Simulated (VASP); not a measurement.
Calculation: LDA (Ceperley-Alder, Perdew-Zunger), VASP's LDA PAW potentials (set 64) (plane waves; VASP).

VASP ran on this input.

### INCAR
```
SYSTEM = CdF2
PREC = Accurate
ENCUT = 520
EDIFF = 1E-7
NELM = 100
ALGO = Normal
LREAL = .FALSE.
LASPH = .TRUE.
ISMEAR = 0
SIGMA = 0.01
LMAXMIX = 4
LWAVE = .FALSE.
LCHARG = .FALSE.
LOPTICS = .TRUE.
NBANDS = 51
NEDOS = 1001
CSHIFT = 0.1
```

POSCAR:
```
CdF2
1
    0.0000000000     2.6577377019     2.6577377019
    2.6577377019     0.0000000000     2.6577377019
    2.6577377019     2.6577377019     0.0000000000
Cd F
1 2
Direct
  0.0000000000   0.0000000000   0.0000000000
  0.2500000000   0.2500000000   0.2500000000
  0.7500000000   0.7500000000   0.7500000000
```

### KPOINTS
```
Automatic mesh
0
Gamma
9 9 9
0 0 0
```

POTCAR, in this order: Cd F (LDA.64 set). Program: vasp_std.

What VASP printed:

**OUTCAR**
```
 ion  position               nearest neighbor table
   1  0.000  0.000  0.000-   3 2.30   3 2.30   3 2.30   2 2.30   3 2.30   2 2.30   2 2.30   2 2.30
  LATTYP: Found a face centered cubic cell.
 ALAT       =     5.3154754038
 Subroutine PRICEL returns:
 Original cell was already a primitive cell.
 Subroutine GETGRP returns: Found 48 space group operations
The static configuration has the point symmetry O_h .
The dynamic configuration has the point symmetry O_h .
 Subroutine INISYM returns: Found 48 space group operations
 Subroutine IBZKPT returns following result:
 Found     35 irreducible k-points:

 Following reciprocal coordinates:
            Coordinates               Weight
  0.000000  0.000000  0.000000      1.000000
  0.111111  0.000000  0.000000      8.000000
  0.222222  0.000000  0.000000      8.000000
  0.333333  0.000000  0.000000      8.000000
  0.444444  0.000000  0.000000      8.000000
  0.111111  0.111111  0.000000      6.000000
  0.222222  0.111111  0.000000     24.000000
  0.333333  0.111111  0.000000     24.000000
  0.444444  0.111111  0.000000     24.000000
 -0.444444  0.111111  0.000000     24.000000
 -0.333333  0.111111  0.000000     24.000000
 -0.222222  0.111111  0.000000     24.000000
 -0.111111  0.111111  0.000000     12.000000
  0.222222  0.222222  0.000000      6.000000
  0.333333  0.222222  0.000000     24.000000
  0.444444  0.222222  0.000000     24.000000
 -0.444444  0.222222  0.000000     24.000000
 -0.333333  0.222222  0.000000     24.000000
 -0.222222  0.222222  0.000000     12.000000
  0.333333  0.333333  0.000000      6.000000
  0.444444  0.333333  0.000000     24.000000
 -0.444444  0.333333  0.000000     24.000000
 -0.333333  0.333333  0.000000     12.000000
  0.444444  0.444444  0.000000      6.000000
 -0.444444  0.444444  0.000000     12.000000
...
```

OSZICAR:
```
       N       E                     dE             d eps       ncg     rms          rms(c)
DAV:   1     0.241805454957E+03    0.24181E+03   -0.11611E+04  3698   0.523E+02
DAV:   2    -0.256148665942E+00   -0.24206E+03   -0.21785E+03  3970   0.195E+02
DAV:   3    -0.141903484364E+02   -0.13934E+02   -0.13756E+02  4338   0.477E+01
DAV:   4    -0.142570176511E+02   -0.66669E-01   -0.66649E-01  4196   0.344E+00
DAV:   5    -0.142571004345E+02   -0.82783E-04   -0.82781E-04  4257   0.111E-01    0.109E+01
DAV:   6    -0.127837078892E+02    0.14734E+01   -0.81093E-01  4185   0.136E+01    0.873E+00
DAV:   7    -0.127709965460E+02    0.12711E-01   -0.36491E-01  4350   0.221E+00    0.462E+00
DAV:   8    -0.127392213814E+02    0.31775E-01   -0.45935E-02  4092   0.969E-01    0.647E-01
DAV:   9    -0.127363781200E+02    0.28433E-02   -0.37969E-03  4572   0.479E-01    0.878E-02
DAV:  10    -0.127365286823E+02   -0.15056E-03   -0.11188E-03  4062   0.166E-01    0.407E-02
DAV:  11    -0.127365226969E+02    0.59854E-05   -0.28707E-05  4185   0.522E-02    0.237E-02
DAV:  12    -0.127365172772E+02    0.54198E-05   -0.49584E-06  4323   0.104E-02    0.148E-02
DAV:  13    -0.127365170600E+02    0.21713E-06   -0.34188E-07  4193   0.265E-03    0.425E-03
DAV:  14    -0.127365168377E+02    0.22232E-06   -0.17271E-07  4259   0.309E-03    0.225E-04
DAV:  15    -0.127365168339E+02    0.37930E-08   -0.20117E-08  2139   0.688E-04
   1 F= -.12736517E+02 E0= -.12736517E+02  d E =-.381091E-28
 imaginary and real dielectric function
```

File OUTCAR:
```
------------------------ aborting loop because EDIFF is reached ----------------------------------------
  FORCE on cell =-STRESS in cart. coord.  units (eV):
  Direction    XX          YY          ZZ          XY          YZ          ZX
  --------------------------------------------------------------------------------------
  Total       -0.0083886     -0.0083886     -0.0083886      0.0000000      0.0000000      0.0000000
  in kB       -0.3579606     -0.3579606     -0.3579606      0.0000000      0.0000000      0.0000000
  external PRESSURE =      -0.3579606 kB  Pullay stress =       0.0000000 kB
  volume of cell :       37.55
      direct lattice vectors                 reciprocal lattice vectors
     0.000000000  2.657737702  2.657737702    -0.188129927  0.188129927  0.188129927
     2.657737702  0.000000000  2.657737702     0.188129927 -0.188129927  0.188129927
     2.657737702  2.657737702  0.000000000     0.188129927  0.188129927 -0.188129927
 POSITION                                       TOTAL-FORCE (eV/Angst)
 -----------------------------------------------------------------------------------
      0.00000      0.00000      0.00000         0.000000      0.000000     -0.000000
      1.32887      1.32887      1.32887        -0.000000     -0.000000      0.000000
      3.98661      3.98661      3.98661         0.000000     -0.000000     -0.000000
 -----------------------------------------------------------------------------------
    total drift:                                0.000000      0.000000      0.000000
  FREE ENERGIE OF THE ION-ELECTRON SYSTEM (eV)
  ---------------------------------------------------
  free  energy   TOTEN  =       -12.7365168339 eV

  energy  without entropy=      -12.7365168339  energy(sigma->0) =      -12.73651683

 plasma frequency squared (from intraband transitions) (eV^2)
  --------------------------------------------------------------------------------------
       0.000       0.000       0.000
       0.000       0.000      -0.000
       0.000      -0.000       0.000

 plasma frequency squared (from interband transitions, int dw w eps(2)(w)) (eV^2)
  --------------------------------------------------------------------------------------
     687.114       0.000      -0.000       0.000      -0.000       0.000
      -0.000      -0.000     687.114       0.000       0.000       0.000
      -0.000      -0.000       0.000      -0.000     687.114       0.000
```
(Selected blocks of OUTCAR.)

The compound is CdF2 in the fluorite structure. It was relaxed first.
